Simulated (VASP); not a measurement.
Output of a VASP run:

### OUTCAR
```
 ion  position               nearest neighbor table
   1  0.333  0.667  0.833-   7 1.90   7 1.90   7 1.90   9 1.91   3 3.11   3 3.11   3 3.11   6 3.11
                             6 3.11   6 3.11
   2  0.667  0.333  0.333-   8 1.90   8 1.90   8 1.90  10 1.91   4 3.11   4 3.11   4 3.11   5 3.11
                             5 3.11   5 3.11
   3  0.667  0.333  0.666-   9 1.90   9 1.90   9 1.90  11 1.91   1 3.11   1 3.11   1 3.11   5 3.11
                             5 3.11   5 3.11
   4  0.333  0.667  0.166-  10 1.90  10 1.90  10 1.90  12 1.91   2 3.11   2 3.11   2 3.11   6 3.11
                             6 3.11   6 3.11
   5  0.000  0.000  0.500-  11 1.90  11 1.90  11 1.90   8 1.91   2 3.11   2 3.11   2 3.11   3 3.11
                             3 3.11   3 3.11
   6  0.000  0.000  1.000-  12 1.90  12 1.90  12 1.90   7 1.91   1 3.11   1 3.11   1 3.11   4 3.11
                             4 3.11   4 3.11
   7  0.000  0.000  0.874-   1 1.90   1 1.90   1 1.90   6 1.91
   8  0.000  0.000  0.374-   2 1.90   2 1.90   2 1.90   5 1.91
   9  0.333  0.667  0.708-   3 1.90   3 1.90   3 1.90   1 1.91
  10  0.667  0.333  0.208-   4 1.90   4 1.90   4 1.90   2 1.91
  11  0.667  0.333  0.542-   5 1.90   5 1.90   5 1.90   3 1.91
  12  0.333  0.667  0.042-   6 1.90   6 1.90   6 1.90   4 1.91
  LATTYP: Found a hexagonal cell.
 ALAT       =     3.1067710000
 C/A-ratio  =     4.9073591198
 Subroutine PRICEL returns:
 Original cell was already a primitive cell.
 Subroutine GETGRP returns: Found 12 space group operations
The static configuration has the point symmetry C_3v.
 The point group associated with its full space group is C_6v.
The dynamic configuration has the point symmetry C_3v.
 Subroutine INISYM returns: Found 12 space group operations
 Subroutine IBZKPT returns following result:
 Found     20 irreducible k-points:

 Following reciprocal coordinates:
            Coordinates               Weight
  0.000000  0.000000  0.000000      1.000000
  0.125000  0.000000  0.000000      6.000000
  0.250000  0.000000  0.000000      6.000000
  0.375000  0.000000  0.000000      6.000000
  0.500000  0.000000  0.000000      3.000000
  0.125000  0.125000  0.000000      6.000000
  0.250000  0.125000  0.000000     12.000000
  0.375000  0.125000  0.000000     12.000000
  0.250000  0.250000  0.000000      6.000000
  0.375000  0.250000  0.000000      6.000000
  0.000000  0.000000  0.500000      1.000000
  0.125000  0.000000  0.500000      6.000000
  0.250000  0.000000  0.500000      6.000000
  0.375000  0.000000  0.500000      6.000000
  0.500000  0.000000  0.500000      3.000000
  0.125000  0.125000  0.500000      6.000000
  0.250000  0.125000  0.500000     12.000000
  0.375000  0.125000  0.500000     12.000000
  0.250000  0.250000  0.500000      6.000000
  0.375000  0.250000  0.500000      6.000000
   k-points           NKPTS =     20   k-points in BZ     NKDIM =     20   number of bands    NBANDS=     31
   number of dos      NEDOS =    301   number of ions     NIONS =     12
   total plane-waves  NPLWV =  62208
   dimension x,y,z NGX =    24 NGY =   24 NGZ =  108
   dimension x,y,z NGXF=    48 NGYF=   48 NGZF=  216
   ions per type =               6   6
   PREC   = accura    normal or accurate (medium, high low for compatibility)
   ISTART =      0    job   : 0-new  1-cont  2-samecut
   ICHARG =      2    charge: 1-file 2-atom 10-const
   ISPIN  =      1    spin polarized calculation?
   LNONCOLLINEAR =      F non collinear calculations
   LSORBIT =      F    spin-orbit coupling
   INIWAV =      1    electr: 0-lowe 1-rand  2-diag
   ENCUT  =  460.0 eV  33.81 Ry    5.81 a.u.   5.43  5.43 26.66*2*pi/ulx,y,z
   NELM   =    100;   NELMIN=  2; NELMDL= -5     # of ELM steps
   EDIFF  = 0.1E-05   stopping-criterion for ELM
   LREAL  =      F    real-space projection
   NLSPLINE    = F    spline interpolate recip. space projectors
   LMAXMIX     =    2 max onsite mixed and CHGCAR
   VOSKOWN=      0    Vosko Wilk Nusair interpolation
   EDIFFG = 0.1E-04   stopping-criterion for IOM
   NSW    =      0    number of steps for IOM
   NBLOCK =      1;   KBLOCK =      1    inner block; outer block
   IBRION =     -1    ionic relax: 0-MD 1-quasi-New 2-CG
   NFREE  =      0    steps in history (QN), initial steepest desc. (CG)
   ISIF   =      2    stress and relaxation
...
```

File OSZICAR:
```
       N       E                     dE             d eps       ncg     rms          rms(c)
DAV:   1     0.135726722333E+03    0.13573E+03   -0.20509E+04  1240   0.125E+03
DAV:   2    -0.890048202387E+02   -0.22473E+03   -0.21318E+03  1674   0.222E+02
DAV:   3    -0.100833252707E+03   -0.11828E+02   -0.11764E+02  1520   0.533E+01
DAV:   4    -0.101053073227E+03   -0.21982E+00   -0.21923E+00  1520   0.805E+00
DAV:   5    -0.101059302049E+03   -0.62288E-02   -0.62256E-02  1499   0.129E+00    0.209E+01
DAV:   6    -0.906427055367E+02    0.10417E+02   -0.36479E+01  1443   0.238E+01    0.920E+00
DAV:   7    -0.904134266706E+02    0.22928E+00   -0.26956E+00  1696   0.682E+00    0.408E+00
DAV:   8    -0.903726767950E+02    0.40750E-01   -0.17841E-01  1485   0.193E+00    0.113E+00
DAV:   9    -0.903697369933E+02    0.29398E-02   -0.24018E-02  1513   0.779E-01    0.182E-01
DAV:  10    -0.903704940824E+02   -0.75709E-03   -0.22073E-03  1556   0.223E-01    0.893E-02
DAV:  11    -0.903706129449E+02   -0.11886E-03   -0.31710E-04  1492   0.106E-01    0.195E-02
DAV:  12    -0.903706156907E+02   -0.27457E-05   -0.13296E-05  1579   0.187E-02    0.737E-03
DAV:  13    -0.903706171652E+02   -0.14745E-05   -0.10189E-06  1019   0.573E-03    0.209E-03
DAV:  14    -0.903706175311E+02   -0.36594E-06   -0.16848E-07   956   0.209E-03
   1 F= -.90370618E+02 E0= -.90370618E+02  d E =-.339952E-26
```

OUTCAR:
```
------------------------ aborting loop because EDIFF is reached ----------------------------------------
  FORCE on cell =-STRESS in cart. coord.  units (eV):
  Direction    XX          YY          ZZ          XY          YZ          ZX
  --------------------------------------------------------------------------------------
  Total       -2.0085526     -2.0085517     -2.0453300     -0.0000004      0.0000000      0.0000000
  in kB      -25.2515297    -25.2515182    -25.7138950     -0.0000047      0.0000000      0.0000000
  external PRESSURE =     -25.4056476 kB  Pullay stress =       0.0000000 kB
  volume of cell :      127.44
      direct lattice vectors                 reciprocal lattice vectors
     3.106771000  0.000000000  0.000000000     0.321877602  0.185836103  0.000000000
    -1.553385000  2.690542000  0.000000000     0.000000000  0.371672325  0.000000000
     0.000000000  0.000000000 15.246041000     0.000000000  0.000000000  0.065590798
  FREE ENERGIE OF THE ION-ELECTRON SYSTEM (eV)
  ---------------------------------------------------
  free  energy   TOTEN  =       -90.3706175311 eV

  energy  without entropy=      -90.3706175311  energy(sigma->0) =      -90.37061753
```
(Selected blocks of OUTCAR.)

### POSCAR
```
SiC
1
    3.1067710000     0.0000000000     0.0000000000
   -1.5533850000     2.6905420000     0.0000000000
    0.0000000000     0.0000000000    15.2460410000
Si C
6 6
Direct
  0.3333330000   0.6666670000   0.8329900000
  0.6666670000   0.3333330000   0.3329900000
  0.6666670000   0.3333330000   0.6665000000
  0.3333330000   0.6666670000   0.1665000000
  0.0000000000   0.0000000000   0.4997300000
  0.0000000000   0.0000000000   0.9997300000
  0.0000000000   0.0000000000   0.8743700000
  0.0000000000   0.0000000000   0.3743700000
  0.3333330000   0.6666670000   0.7080000000
  0.6666670000   0.3333330000   0.2080000000
  0.6666670000   0.3333330000   0.5415200000
  0.3333330000   0.6666670000   0.0415200000
```

Problem. Write an INCAR and KPOINTS that could have produced this output.

Solution. This is not unique; one that fits is the input of the run itself, PBE GGA, plane waves, VASP's PBE PAW potentials (set 64).

**INCAR**
```
SYSTEM = SiC
PREC = Accurate; ENCUT = 460; LREAL = .False.
LASPH = .True.
EDIFF = 1E-6; NELM = 100; ALGO = Normal
ISMEAR = 0; SIGMA = 0.01
GGA = PE
ISIF = 2
LWAVE = .False.; LCHARG = .False.
```

KPOINTS:
```
K-points
0
gamma
  8 8 2
0 0 0
```

POTCAR, in this order: Si C (PBE.64 set). Program: vasp_std.

At this cut-off the stress carries a Pulay error, which pulls relaxed volumes low.

The structure comes from a computed database's SiC entry; how it stands against other phases isn't given here. The cell was not relaxed at this level. The run is one of a series of settings (ENCUT = 460 against the base run), some of them coarse on purpose.
